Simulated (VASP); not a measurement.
A run of VASP 6.6.1:

Contents of INCAR:

```
SYSTEM = Cu2B
PREC = Accurate
ENCUT = 600
EDIFF = 1E-6
ISMEAR = -1
SIGMA = 0.05
LREAL = .FALSE.
LASPH = .TRUE.
NELM = 100
ALGO = Normal
ISIF = 3
LWAVE = .FALSE.
LCHARG = .FALSE.
GGA = CA
IBRION = 2
NSW = 60
EDIFFG = -0.01
PSTRESS = 50
```

Contents of KPOINTS:

```
Automatic mesh
0
G
  5 5 5
  0 0 0
```

The input POSCAR:

```
Cu2B
1.0
    0.0000000000      3.2834700000      3.2834700000
    3.2834700000      0.0000000000      3.2834700000
    3.2834700000      3.2834700000      0.0000000000
Cu B
4 2
Direct
    0.1250000000      0.1250000000      0.1250000000
    0.6250000000      0.1250000000      0.1250000000
    0.1250000000      0.1250000000      0.6250000000
    0.1250000000      0.6250000000      0.1250000000
    0.5000000000      0.5000000000      0.5000000000
    0.7500000000      0.7500000000      0.7500000000
```

Potentials or basis: VASP PAW LDA potentials, release 64 (Cu, B).

Run with:

```bash
$ cat potpaw_LDA.64/Cu/POTCAR potpaw_LDA.64/B/POTCAR > POTCAR
$ mpirun -np 1 vasp_std > vasp.out
```

Hardware: 1 thread of Intel(R) Xeon(R) 6975P-C (Granite Rapids), on a shared host.

Estimate the wall time of this run.

Run time: 56 s on 1 thread of Intel(R) Xeon(R) 6975P-C (Granite Rapids), with other jobs on the host, peak memory 0.21 GiB. Counts: scf iterations 42, k points 10, ion steps 3.
